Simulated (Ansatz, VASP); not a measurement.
Given: the input of a run of VASP 6.6.1 on AgAs.

File INCAR:

```
PREC = Accurate
ENCUT = 520
EDIFF = 1E-7
ISMEAR = -1
SIGMA = 0.05
LREAL = F
LASPH = T
NELM = 60
ALGO = Normal
ISIF = 2
LWAVE = F
LCHARG = F
GGA = PE
NBANDS = 24
```

KPOINTS

```
Automatic mesh
0
Gamma
  6 9 5
```

Contents of POSCAR:

```
AgAs
1.0
    4.9578817826      0.0000000000      0.0000000000
    0.0000000000      2.9409173341      0.0000000000
    0.0000000000      0.0000000000      5.1379818533
Ag As
2 2
Direct
    0.7500000000      0.0000000000      0.1647710000
    0.2500000000      0.0000000000      0.8352290000
    0.2500000000      0.5000000000      0.3343550000
    0.7500000000      0.5000000000      0.6656450000
```

Potentials or basis: VASP PAW PBE potentials, release 64 (Ag, As).

Command:

```sh
$ cat potpaw_PBE.64/Ag/POTCAR potpaw_PBE.64/As/POTCAR > POTCAR
$ mpirun -np 1 vasp_std > vasp.out
```

Problem. Translate it to Ansatz 0.2.0. Potentials there: Ansatz PAW.

Solution. As run (the cutoff follows the program's own potentials):

File input.yaml:

```yaml
crystal:
  lattice:
    - [4.9578817826, 0.0, 0.0]
    - [0.0, 2.9409173341, 0.0]
    - [0.0, 0.0, 5.1379818533]
  atoms:
    - { symbol: Ag, position: [0.75, 0.0, 0.164771] }
    - { symbol: Ag, position: [0.25, 0.0, 0.835229] }
    - { symbol: As, position: [0.25, 0.5, 0.334355] }
    - { symbol: As, position: [0.75, 0.5, 0.665645] }
hamiltonian:
  xc: pbe
  pseudopotentials: { kind: paw }
kpoints:
  mp_grid: { grid: [6, 9, 5] }
scf:
  occupations: { method: fermi_dirac, width: 0.05 }
output:
  forces: true
  stress: true
  eigenvalues: true
```

Potentials or basis: Ansatz PAW.

Command:

```bash
$ ansatz run input.yaml --threads 2 --pin off --max-ram 5120MiB --backend cpu --events-out ev --progress --plain --runs-dir out
```

Both were run:

|  | VASP | Ansatz | Ansatz less VASP |
| --- | --- | --- | --- |
| gap on the k mesh at the Fermi level (eV) | none | none | - |
| pressure (GPa) | 0.8 | 0.8 | +0.01 |
| largest component of the traceless stress (GPa) | 0.64 | 0.63 | -0.009 |
| rms of the force components (eV/Å) | 0.041 | 0.040 | -0.0007 |

Atom by atom the forces differ by 0.001 eV/Å (rms over components). A gap of «none» marks a metal or a gap that the smearing closes. The two sets of potentials don't hold the same shells in valence.
